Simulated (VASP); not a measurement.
A cell of NaI (rock salt) near equilibrium:

```
CELL_PARAMETERS angstrom
      0.00000     3.22317     3.22317
      3.22317     0.00000     3.22317
      3.22317     3.22317     0.00000
ATOMIC_POSITIONS crystal
  Na 0.00000 0.00000 0.00000
  I  0.50000 0.50000 0.50000
```

Level of theory: r2SCAN meta-GGA, VASP's PBE PAW potentials (set 64) (plane waves; VASP 6.6.1).

Unless said otherwise, spin-orbit coupling is left out, though it shifts the bands of the heavy elements here.

| run | ΔE (meV/atom) | σxx | σyy | σzz | largest shear component, with its sign (GPa) | gap (eV) |
|---|---|---|---|---|---|---|
| as it is | 0.0 | 0.02 | 0.02 | 0.02 | 0.00 | 4.48 |
| after one change | 17.6 | 0.79 | 2.42 | 2.42 | 0.00 | 4.73 |
Stress is in GPa, positive when the cell is compressed; gaps are those on the k-mesh, and 0.00 means metallic.

**Question.** Name the change that produced these shifts.
A) biaxial strain of -4.0 % in the yz plane
B) shear strain γ_xy = +3.0 %
C) shear strain γ_xz = +2.0 %
D) biaxial strain of -4.0 % in the xz plane

**Answer.** A, biaxial strain of -4.0 % in the yz plane

The compound is NaI in the rock salt structure.
